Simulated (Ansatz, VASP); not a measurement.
# SnH2: VASP beside Ansatz

Wanted: the spread between two codes on one cell, functional and k mesh. The cell is generated by rule, not measured, and may not be a known phase. The two relaxations start from unlike cells of this crystal (the structure described is Ansatz's start), so only their ends are compared.

Program: Ansatz 0.2.0. Level of theory: plane waves, with VASP 6.6.1 beside it; relaxation of cell and atoms at LDA. Results are calculated unless marked as measured.

The structure was built from a prototype and need not be the compound's stable phase.

### Step 1. The starting structure

It takes space group Fm-3m (No. 225, cubic). The conventional cell has a = 5.947 Å, b = 5.947 Å, c = 5.947 Å, α = 90.00°, β = 90.00°, γ = 90.00°. Nearest to Sn lie 8 H at 2.57 Å. Nearest to H lie 4 Sn at 2.57 Å. Farther neighbours are not listed.

As a file:

```xyz
3
Lattice="0.0000 2.9733 2.9733 2.9733 0.0000 2.9733 2.9733 2.9733 0.0000" Properties=species:S:1:pos:R:3 pbc="T T T"
Sn    0.0000    0.0000    0.0000
H     1.4867    1.4867    1.4867
H     4.4600    4.4600    4.4600
```

### Step 2. VASP: relaxation of cell and atoms, LDA

The relaxed volume is the usual yardstick between codes: in a stiff, nearly cubic crystal its relative difference is about their pressure difference at one cell divided by the bulk modulus.

Lines of VASP's logs that name or quote its potential files are left out, and so is its time.

File INCAR:

```
SYSTEM = SnH2
PREC = Accurate
ENCUT = 500
EDIFF = 1E-07
NELM = 120
ISMEAR = 0
SIGMA = 0.1
LREAL = .FALSE.
ALGO = Normal
GGA = CA
NBANDS = 14
LORBIT = 11
LWAVE = .FALSE.
LCHARG = .FALSE.
ISIF = 3
IBRION = 2
NSW = 80
EDIFFG = -0.005
LASPH = .TRUE.
GGA_COMPAT = .FALSE.
NELMIN = 4
KPAR = 2
```

File POSCAR:

```
SnH2
1.0
    0.0000000000      2.6217704678      2.6217704678
    2.6217704678      0.0000000000      2.6217704678
    2.6217704678      2.6217704678      0.0000000000
Sn H
1 2
Direct
    0.0000000000      0.0000000000      0.0000000000
    0.2500000000      0.2500000000      0.2500000000
    0.7500000000      0.7500000000      0.7500000000
```

File KPOINTS:

```
Automatic mesh
0
Gamma
6 6 6
0 0 0
```

Potentials, in the order of the species: Sn_d and H (LDA family, release 64).

Run with:

```console
mpirun -np 2 vasp_std
```

Numbers of over 12 decimals in the logs are rounded to 6 here.

Output:

```text
[banner, memory and clock lines left out]
running    2 mpi-ranks, on    1 nodes
 distrk:  each k-point on    1 cores,    2 groups
 distr:  one band on    1 cores,    1 groups

 POSCAR found type information on POSCAR SnH
 POSCAR found :  2 types and       3 ions
 LDA part: xc-table for (Slater(with rela. corr.)+CA(PZ))
 , standard interpolation
 POSCAR, INCAR and KPOINTS ok, starting setup
 FFT: planning ... GRIDC
 FFT: planning ... GRID_SOFT
 FFT: planning ... GRID
 WAVECAR not read
 entering main loop
       N       E                     dE             d eps       ncg     rms          rms(c)
DAV:   1     0.835528099450E+02    0.83553E+02   -0.76649E+03   460   0.146E+03
DAV:   2    -0.398825993664E+01   -0.87541E+02   -0.84530E+02   466   0.343E+02
DAV:   3    -0.103787849823E+02   -0.63905E+01   -0.63603E+01   556   0.768E+01
DAV:   4    -0.105184629043E+02   -0.13968E+00   -0.13965E+00   534   0.120E+01
DAV:   5    -0.105232246791E+02   -0.47618E-02   -0.47617E-02   624   0.218E+00    0.338E+00
DAV:   6    -0.102183621283E+02    0.30486E+00   -0.14907E-01   624   0.474E+00    0.165E+00
DAV:   7    -0.101418683367E+02    0.76494E-01   -0.12496E-01   606   0.279E+00    0.290E-01
DAV:   8    -0.101418760498E+02   -0.77131E-05   -0.16605E-02   550   0.165E+00    0.996E-02
DAV:   9    -0.101418307098E+02    0.45340E-04   -0.39562E-04   698   0.295E-01    0.558E-02
DAV:  10    -0.101418322380E+02   -0.15282E-05   -0.43092E-05   550   0.744E-02    0.188E-02
DAV:  11    -0.101418339288E+02   -0.16908E-05   -0.42920E-06   590   0.244E-02    0.540E-03
DAV:  12    -0.101418331426E+02    0.78619E-06   -0.10011E-06   618   0.146E-02    0.838E-04
DAV:  13    -0.101418331492E+02   -0.66279E-08   -0.15195E-07   458   0.347E-03
   1 F= -.10141833E+02 E0= -.10138854E+02  d E =-.101418E+02
 curvature:   0.00 expect dE= 0.000E+00 dE for cont linesearch  0.000E+00
 trial: gam= 0.00000 g(F)=  0.322E-50 g(S)=  0.570E-04 ort = 0.000E+00 (trialstep = 0.100E+01)
 search vector abs. value=  0.570E-04
 bond charge predicted
       N       E                     dE             d eps       ncg     rms          rms(c)
DAV:   1    -0.101422941051E+02   -0.46096E-03   -0.81471E-03   556   0.168E+00    0.111E-01
DAV:   2    -0.101419529346E+02    0.34117E-03   -0.50461E-04   550   0.446E-01    0.485E-02
DAV:   3    -0.101418779098E+02    0.75025E-04   -0.19392E-04   602   0.257E-01    0.565E-03
DAV:   4    -0.101418745938E+02    0.33160E-05   -0.74669E-06   522   0.342E-02    0.184E-03
DAV:   5    -0.101418741801E+02    0.41370E-06   -0.31321E-07   530   0.511E-03    0.809E-04
DAV:   6    -0.101418741366E+02    0.43534E-07   -0.49964E-08   254   0.355E-03
   2 F= -.10141874E+02 E0= -.10138895E+02  d E =-.409873E-04
 trial-energy change:   -0.000041  1 .order   -0.000039   -0.000057   -0.000021
 step:   1.3981(harm=  1.5820)  dis= 0.00000  next Energy=   -10.141878 (dE=-0.453E-04)
 reached required accuracy - stopping structural energy minimisation
```

Parts of OUTCAR (step 2):

```text
ion  position               nearest neighbor table
   1  0.000  0.000  0.000-   3 2.27   3 2.27   3 2.27   2 2.27   3 2.27   2 2.27   2 2.27   2 2.27

  LATTYP: Found a face centered cubic cell.
 ALAT       =     5.2435409356

 Subroutine GETGRP returns: Found 48 space group operations
 (whereof 48 operations were pure point group operations)

The static configuration has the point symmetry O_h .

 Found     16 irreducible k-points:

   k-points           NKPTS =     16   k-points in BZ     NKDIM =     16   number of bands    NBANDS=     14

   dimension x,y,z NGX =    28 NGY =   28 NGZ =   28
   dimension x,y,z NGXF=    56 NGYF=   56 NGZF=   56

   ENCUT  =  500.0 eV  36.75 Ry    6.06 a.u.   6.76  6.76  6.76*2*pi/ulx,y,z

   NELECT =      16.0000    total number of electrons

 k-points in reciprocal lattice and weights: Automatic mesh
   0.00000000  0.00000000  0.00000000       0.005
   0.16666667  0.00000000  0.00000000       0.037
   0.33333333  0.00000000  0.00000000       0.037
   0.50000000  0.00000000  0.00000000       0.019
   0.16666667  0.16666667  0.00000000       0.028
   0.33333333  0.16666667  0.00000000       0.111
   0.50000000  0.16666667  0.00000000       0.111
  -0.33333333  0.16666667  0.00000000       0.111
  -0.16666667  0.16666667  0.00000000       0.056
[...]
-0.33333333  0.33333333  0.16666667       0.111
  -0.33333333  0.50000000  0.16666667       0.056

 average (electrostatic) potential at core
       1-100.7775       2 -30.3184       3 -30.3184

 E-fermi :   6.1106

 k-point     1 :       0.0000    0.0000    0.0000
  band No.  band energies     occupation
    ...
      3     -15.4465      2.00000
      4     -15.4052      2.00000
      5     -15.4052      2.00000
      6      -5.7019      2.00000
      7       5.4388      2.00000
      8      10.8799      0.00000
      9      10.8799      0.00000
     10      10.8799      0.00000
     11      11.9912      0.00000
     12      14.3801      0.00000
    ...

 k-point     2 :       0.1667    0.0000    0.0000
  band No.  band energies     occupation
    ...
      3     -15.4382      2.00000
      4     -15.4034      2.00000
      5     -15.4034      2.00000
      6      -5.2504      2.00000
      7       4.6880      2.00000
      8       7.9976      0.00000
      9      10.2778      0.00000
     10      10.2778      0.00000
     11      12.0589      0.00000
     12      15.1864      0.00000
    ...

 k-point     3 :       0.3333    0.0000    0.0000
  band No.  band energies     occupation
    ...
      3     -15.4358      2.00000
      4     -15.3856      2.00000
      5     -15.3856      2.00000
      6      -3.9113      2.00000
      7       1.7762      2.00000
      8       7.0871      0.00000
      9       9.5240      0.00000
     10       9.5240      0.00000
     11      10.8478      0.00000
     12      14.5157      0.00000
    ...

  Total       -0.0126483     -0.0126483     -0.0126483     -0.0000000     -0.0000000      0.0000000
  in kB       -0.5631812     -0.5631812     -0.5631812     -0.0000000     -0.0000000      0.0000000
  external PRESSURE =      -0.5631812 kB  Pullay stress =       0.0000000 kB

  energy-cutoff  :      500.00
  volume of cell :       35.98
      direct lattice vectors                 reciprocal lattice vectors
     0.000000000  2.620320948  2.620320948    -0.190816320  0.190816320  0.190816320
     2.620320948  0.000000000  2.620320948     0.190816320 -0.190816320  0.190816320
     2.620320948  2.620320948 -0.000000000     0.190816320  0.190816320 -0.190816320

 POSITION                                       TOTAL-FORCE (eV/Angst)
 -----------------------------------------------------------------------------------
      5.24064      2.62032      2.62032         0.000000      0.000000      0.000000
      1.31016      1.31016      1.31016        -0.000000     -0.000000     -0.000000
      3.93048      3.93048      3.93048         0.000000      0.000000      0.000000
 -----------------------------------------------------------------------------------
    total drift:                                0.000000      0.000000      0.000000

  FREE ENERGIE OF THE ION-ELECTRON SYSTEM (eV)
  ---------------------------------------------------
  free  energy   TOTEN  =       -10.1418741366 eV

  energy  without entropy=      -10.1359156582  energy(sigma->0) =      -10.13889490

 reached required accuracy - stopping structural energy minimisation

 total charge
# of ion       s       p       d       tot
------------------------------------------
    1        1.356   0.795  10.017  12.168
    2        0.468   0.010   0.000   0.478
    3        0.468   0.010   0.000   0.478
--------------------------------------------------
tot          2.292   0.816  10.017  13.125

[... 3 further parts left out ...]
```

The k-mesh is coarse for a metal. The run keeps the 48 symmetry operations of its start, so it cannot find a distortion of lower symmetry.

### Step 3. Ansatz: relaxation of cell and atoms, LDA

Ansatz runs on norm-conserving files, of PseudoDojo where its log says so.

Its own start cell and the same functional (in two slightly different forms), mesh and smearing now go to Ansatz, which takes its cutoff from its data sets.

File input.yaml:

```yaml
crystal:
  lattice:
    - [0.0, 2.97335, 2.97335]
    - [2.97335, 0.0, 2.97335]
    - [2.97335, 2.97335, 0.0]
  atoms:
    - { symbol: Sn, position: [0.0, 0.0, 0.0] }
    - { symbol: H, position: [0.25, 0.25, 0.25] }
    - { symbol: H, position: [0.75, 0.75, 0.75] }
kpoints:
  mp_grid: { grid: [6, 6, 6] }
hamiltonian:
  xc: lda
  pseudopotentials: { kind: nc, accuracy: standard }
scf:
  occupations: { method: gaussian, width: 0.1 }
output:
  forces: true
  stress: true
  eigenvalues: true
relax:
  adjacent_minimum: "off"
  f_tol: 0.05
  max_steps: 80
  cell: { stress_tol: 0.5 }
```

Run with:

```console
ansatz run input.yaml --threads 4 --pin off --max-ram 8192MiB --backend cpu --events-out ev --progress --plain --runs-dir out
```

Output:

```text
The last accepted step is kept in <dir> (removed where the run ends without a failure and the disk answers)
Engine: ansatz 0.2.0, aarch64-unknown-linux-gnu
Pseudopotentials: kind: nc
Pseudopotential: Sn, nc, valence charge 14, recommended cutoff 979.609905 eV (normal), Sn.nc.azcp (PseudoDojo's, or run here from an input of PseudoDojo's; its table is named by hamiltonian.pseudopotentials.accuracy)
Pseudopotential: H, nc, valence charge 1, recommended cutoff 1006.821291 eV (normal), H.nc.azcp (PseudoDojo's, or run here from an input of PseudoDojo's; its table is named by hamiltonian.pseudopotentials.accuracy)
Functional definition: SPW92
  exchange = slater_x
  correlation = pw_c
Crystal: 3 atoms, lattice volume = 52.574 Å³
Basis set: ecut = 1006.821291 eV, 3839 PW (Γ)
Bands: 12, of which v1, the nominal top of the filled ones, is band 8 counted from 1 (7 counted from 0)
Symmetry: 48 space group operations
Space group: Fm-3m (ITA 225), of the structure as read, at distance tolerance 3.7e-5 Å
k-points: 16 of 216
Non-local potential: Sn, projectors of the file, l = 0: 2, l = 1: 2, l = 2: 2
Non-local potential: H, projectors of the file, l = 0: 2, l = 1: 1
Initial density: superposition of atomic densities (chi_scale 0.1, normalization cell), built separately for each of the 3 bonded fragments (scf.initial_density.interfragment_charge_transfer: auto; true builds it for the cell as a whole; a typed value also counts as a typed key of the start: scf.initial_density.chi_scale says what that changes, if anything)
Initial wavefunctions: pseudopotential atomic-orbital guess
Functional: x = slater, c = lda
SCF iter   1: F=—  HF=-2167.912563 eV  |F-HF|=—  |Δ(HF+E_count)|=         —  Δρ=4.45e-2  dr2=1.45e0  ethr=3.10e-3  ⟨swp⟩=5.8  Hψ=1073  notcnv=0
preconditioner: auto → none  [insulator: Δε(μ)=0.218 eV  Ē_g=8.178 eV  σ=0.100 eV  W_gap=0.74  n_scr=14 (ndim 8)  ℏωp=12.5 eV  f_vac=0.001  D(μ)=0.53/eV (n_scr^D=0)  ε∞_Penn≈3.4]
SCF iter   2: F=—  HF=-2167.415443 eV  |F-HF|=—  |Δ(HF+E_count)|=   4.97e-1  Δρ=6.11e-3  dr2=2.20e-2  ethr=3.10e-3  ⟨swp⟩=3.0  Hψ=444  notcnv=0  defer=1
SCF iter   3: F=—  HF=-2167.412566 eV  |F-HF|=—  |Δ(HF+E_count)|=   2.88e-3  Δρ=2.41e-3  dr2=1.91e-3  ethr=1.37e-4  ⟨swp⟩=1.9  Hψ=234  notcnv=0  defer=1
SCF iter   4: F=—  HF=-2167.412984 eV  |F-HF|=—  |Δ(HF+E_count)|=   4.19e-4  Δρ=4.25e-4  dr2=5.58e-5  ethr=1.20e-5  ⟨swp⟩=2.1  Hψ=300  notcnv=0  defer=1
SCF iter   5: F=—  HF=-2167.413043 eV  |F-HF|=—  |Δ(HF+E_count)|=   5.90e-5  Δρ=2.09e-4  dr2=1.32e-5  ethr=3.49e-7  ⟨swp⟩=2.0  Hψ=317  notcnv=0  defer=1
SCF iter   6: F=—  HF=-2167.413037 eV  |F-HF|=—  |Δ(HF+E_count)|=   6.19e-6  Δρ=3.01e-5  dr2=2.47e-7  ethr=8.23e-8  ⟨swp⟩=2.0  Hψ=287  notcnv=0  defer=1
SCF iter   7: F=-2167.413037 eV  HF=-2167.413037 eV  |F-HF|=6.41e-9  |Δ(HF+E_count)|=   1.85e-7  Δρ=3.23e-6  dr2=7.20e-9  ethr=6.25e-10  ⟨swp⟩=7.9  Hψ=1085  notcnv=0
SCF 1 converged in 7 iterations: F = -2167.413037 eV  dr2 = 7.20e-9
relax step   1: F+E_penalty+E_count = -2167.41303696 eV  Δ(F+E_penalty+E_count) = +0.000e0 eV  max|allowed force component| = 7.324e-18 eV/Å  Δτ_max = 0.0000 Å  P = -9.785 GPa  Ω = 52.574 Å³  (7 SCF iters, dr2 threshold 1.00e-7 eV, accepted)
[...]
relax step   2: F+E_penalty+E_count = -2167.82914562 eV  Δ(F+E_penalty+E_count) = -4.161e-1 eV  max|allowed force component| = 1.378e-17 eV/Å  Δτ_max = 0.0000 Å  P = -8.377 GPa  Ω = 45.253 Å³  energy of the carried Pulay correction = +4.958e-4 eV  (5 SCF iters, dr2 threshold 3.00e-7 eV, accepted)
[...]
relax step   3: F+E_penalty+E_count = -2168.11171470 eV  Δ(F+E_penalty+E_count) = -2.826e-1 eV  max|allowed force component| = 1.735e-17 eV/Å  Δτ_max = 0.0000 Å  P = -3.939 GPa  Ω = 38.646 Å³  energy of the carried Pulay correction = +1.012e-3 eV  (5 SCF iters, dr2 threshold 3.00e-7 eV, accepted)
[...]
relax step   4: F+E_penalty+E_count = -2168.12663010 eV  Δ(F+E_penalty+E_count) = -1.492e-2 eV  max|allowed force component| = 4.626e-18 eV/Å  Δτ_max = 0.0000 Å  P = +3.658 GPa  Ω = 34.230 Å³  energy of the carried Pulay correction = +1.401e-3 eV  (5 SCF iters, dr2 threshold 3.00e-7 eV, accepted)
[...]
relax step   5: F+E_penalty+E_count = -2168.14603540 eV  Δ(F+E_penalty+E_count) = -1.941e-2 eV  max|allowed force component| = 4.626e-18 eV/Å  Δτ_max = 0.0000 Å  P = +0.220 GPa  Ω = 35.904 Å³  energy of the carried Pulay correction = +1.249e-3 eV  (5 SCF iters, dr2 threshold 3.00e-7 eV, accepted)
[...]
relax step   6: F+E_penalty+E_count = -2168.14551384 eV  Δ(F+E_penalty+E_count) = +5.216e-4 eV  max|allowed force component| = 1.185e-17 eV/Å  Δτ_max = 0.0000 Å  P = +0.211 GPa  Ω = 35.904 Å³  stress off target by 2.11e-1 GPa  SCF on the basis re-selected at this cell (its energy is not comparable with the rows above)  (3 SCF iters)
basis re-selected at this cell: Δ(F+E_penalty+E_count) = +5.216e-4 eV, ΔP = -0.010 GPa vs the last step (what re-selecting the basis moved, of the pressure what is left beyond the Pulay correction that the steps carried, after the strain that the cell walked since its last selection, with what the two solves' SCF thresholds leave and, on support functions, any second-order correction that the steps lacked; it is no measure of the basis error at this ecutwfc). The dense FFT grid was sized anew with the basis: this SCF ran on 40×40×40 points, the steps before it on 45×45×45, so part of this shift can come from that change (see relax.cell in the input reference). [rest of the remark cut]
SCF converged after 3 iterations
Free energy (F): -2168.145514 eV
Harris-Foulkes:  -2168.145514 eV  (|F-HF|=2.73e-11)
Internal energy: -2168.139555 eV  (E = F + TS)
E sigma→0 (E₀):  -2168.142535 eV
Entropy (-TS):   -0.005958 eV (-1.986 meV/atom)
Fermi energy:    8.542287 eV
--- Per-component energies (eV) ---
  E_band       = -109.238658
  E_kinetic    = 1303.041688
  E_local      = -1442.486173  (includes V_loc(G=0)·N_el)
  E_nonlocal   = -609.905150
  E_hartree    = 502.681163
  E_xc         = -608.638143
  E_vxc        = -365.251585  (∫ρ·V_xc dr)
  E_ewald      = -1312.832940
  E_smearing   = -0.005958  (= −TS)
  E_closure    = -0.000000  (closes the sum)
  Σ components = -2168.145514   (vs F -2168.145514, Δ=0.00e0)
--- Forces (eV/Å), atoms counted from 1 ---
  atom   1  Sn     0.00000000    -0.00000000    -0.00000000
  atom   2  H     -0.00000000     0.00000000    -0.00000000
  atom   3  H      0.00000000    -0.00000000     0.00000000
  max |Σ_I F_I| component: 5.20e-18 eV/Å
--- Stress (GPa, compression-positive) ---
        0.210540       0.000000       0.000000
        0.000000       0.210540       0.000000
        0.000000      -0.000000       0.210540
  P = ⅓ Tr σ = 0.2105 GPa (2.105 kbar)
--- Band table (eV; the first three rows and the last of 16) ---
  k-point 0: bands = [... 4 lower, -12.9655, -3.3037, 7.9116, 13.3070, 13.3070, 13.3070, 14.3908, 16.8227]
  k-point 1: bands = [... 4 lower, -12.9637, -2.8518, 7.1403, 10.4189, 12.7060, 12.7060, 14.5097, 17.6342]
  k-point 2: bands = [... 4 lower, -12.9454, -1.5114, 4.1983, 9.5092, 11.9566, 11.9566, 13.3339, 16.9668]
  k-point 15: bands = [... 4 lower, -12.9253, 2.3448, 2.4862, 4.1846, 7.8447, 11.9175, 15.2405, 16.3529]
--- Relaxed structure (5 steps of the walk, 5 accepted, 1 SCFs on fresh bases) ---
  F+E_penalty+E_count = -2168.14551384 eV   max|allowed force component| = 1.185e-17 eV/Å   (the final SCF, on the basis selected at the relaxed cell)
  cell:  # Å, volume = 35.9036 Å³
    - [0, 2.618400, 2.618400]
    - [2.618400, 0, 2.618400]
    - [2.618400, 2.618400, 0]
  atoms:
    - { symbol: Sn, position: [0, 0, 0] }
    - { symbol: H, position: [0.25, 0.25, 0.25] }
    - { symbol: H, position: [0.750000, 0.750000, 0.750000] }
```

### Step 4. Comparison

Known differences besides the potentials themselves: the two LDA forms differ slightly; the cutoff is 1006.82 eV in Ansatz and 500 eV in VASP; VASP's log shows a relativistic correction to its local exchange, Ansatz's none; Ansatz adds a Pulay correction to the stress that steers its cell, VASP none. Total energies have different zeros and are not compared.

Compared:

```csv
quantity,Ansatz,VASP,difference
volume (Å³),35.90,35.98,-0.22 %
"edge a after relaxation, in the typed setting (Å)",3.703,3.706,-0.07 %
```

### Step 5. Results

| Quantity | Value |
| --- | --- |
| difference in volume (relaxation of cell and atoms, LDA) | -0.22 % |

The difference in volume is -0.22 % (relaxation of cell and atoms, LDA), within the 1.2 % picked in this series as the mark of a large difference, as far as the stopping tolerances let one tell. 1 further run of this series is not shown here. Such differences can come from data sets, numerical settings and the points named under the comparisons, not from the functional's error against experiment.

[Lines on the potential files, build, host, timing and source positions are cut from VASP's logs without a mark.]

[Logs are printed without paths, hosts, clocks, repeated set-up lines and the standing remarks that a program may print on its own settings, such as how far it seeks lower states.]

[Hosts, paths, dates, database ids (printed as entryN), source tags and the programs' standing remarks are cut or masked in the printed files.]
